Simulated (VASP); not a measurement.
Level of theory: revTPSS meta-GGA, VASP's PBE PAW potentials (set 64) (plane waves; VASP).

VASP input:

**INCAR**
```
SYSTEM = HfC
PREC = Accurate; ENCUT = 520; LREAL = F
LASPH = T
EDIFF = 1E-7; NELM = 100; ALGO = Normal
LMAXMIX = 6; LMIXTAU = T
ISMEAR = 1; SIGMA = 0.1
METAGGA = RTPSS
ISIF = 2
LWAVE = F; LCHARG = F
```

KPOINTS:
```
Automatic mesh
0
Gamma
14 14 14
0 0 0
```

POSCAR:
```
HfC
1
    0.0000000000     2.3336530084     2.3336530084
    2.3336530084     0.0000000000     2.3336530084
    2.3336530084     2.3336530084     0.0000000000
Hf C
1 1
Direct
  0.0000000000   0.0000000000   0.0000000000
  0.5000000000   0.5000000000   0.5000000000
```

POTCAR, in this order: Hf_pv C (PBE.64 set). Program: vasp_std.

What will the output report for the number of irreducible k-points (NKPTS), largest plane-wave count, number of space-group operations, FFT grid (NGX, NGY, NGZ)?

| Item | Result |
|---|---|
| number of irreducible k-points (NKPTS) | 104 |
| largest plane-wave count | 701 |
| number of space-group operations | 48 |
| FFT grid (NGX, NGY, NGZ) | 28 × 28 × 28 |

The compound is HfC in the rock salt structure. This cell is one point of a volume scan, at 1.03 of the reference volume.
